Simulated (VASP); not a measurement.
VASP runs on Cu3Au (L1_2) share one base input (PBE GGA, plane waves, VASP's PBE PAW potentials (set 64)) and change the settings named in each case.

File KPOINTS:
```
Automatic mesh
0
Gamma
7 7 7
0 0 0
```

File POSCAR:
```
Cu3Au
1
    3.7500000000     0.0000000000     0.0000000000
    0.0000000000     3.7500000000     0.0000000000
    0.0000000000     0.0000000000     3.7500000000
Cu Au
3 1
Direct
  0.0000000000   0.5000000000   0.5000000000
  0.5000000000   0.0000000000   0.5000000000
  0.5000000000   0.5000000000   0.0000000000
  0.0000000000   0.0000000000   0.0000000000
```

INCAR:
```
SYSTEM  =  Cu3Au
PREC  =  Accurate; ENCUT  =  400; LREAL  =  F
LASPH  =  T
EDIFF  =  1E-6; NELM  =  100; ALGO  =  Normal
LMAXMIX  =  6
ISMEAR  =  1; SIGMA  =  0.1
GGA  =  PE
ISIF  =  2
LWAVE  =  F; LCHARG  =  F
```

POTCAR, in this order: Cu Au (PBE.64 set). Program: vasp_std.

| change | E(σ→0) (eV/atom) | −TS (eV) |
|---|---|---|
| base run | -3.6423 | -0.0025 |
| ISMEAR = 0, NELECT = 43.5, SIGMA = 0.05 | ___ | -0.0025 |
| ISMEAR = 0, NELECT = 43.9, SIGMA = 0.05 | -3.8457 | -0.0040 |
| ISMEAR = 0, NELECT = 43.98, SIGMA = 0.05 | -3.6830 | -0.0037 |
| ISMEAR = 0, NELECT = 44.02, SIGMA = 0.05 | -3.6015 | -0.0032 |
| ISMEAR = 0, NELECT = 44.1, SIGMA = 0.05 | -3.4378 | -0.0008 |
| ISMEAR = 0, NELECT = 44.5, SIGMA = 0.05 | -2.5881 | -0.0009 |

### Question
What belongs in the gaps?

### Answer

- ISMEAR = 0, NELECT = 43.5, SIGMA = 0.05, E(σ→0) (eV/atom): -4.6446

Charged cells carry a uniform compensating background. Unless said otherwise, spin-orbit coupling is left out, though it shifts the bands of the heavy elements here.

Left out are runs that ran out of time, are held back, or changed the cell or the kind of run, fixed moments of cells without a moment, rows past the twelfth, gaps on odd meshes, pressures of charged cells and columns that move by less than the noise.

The compound is Cu3Au in the L1_2 structure. The cell was not relaxed at this level.
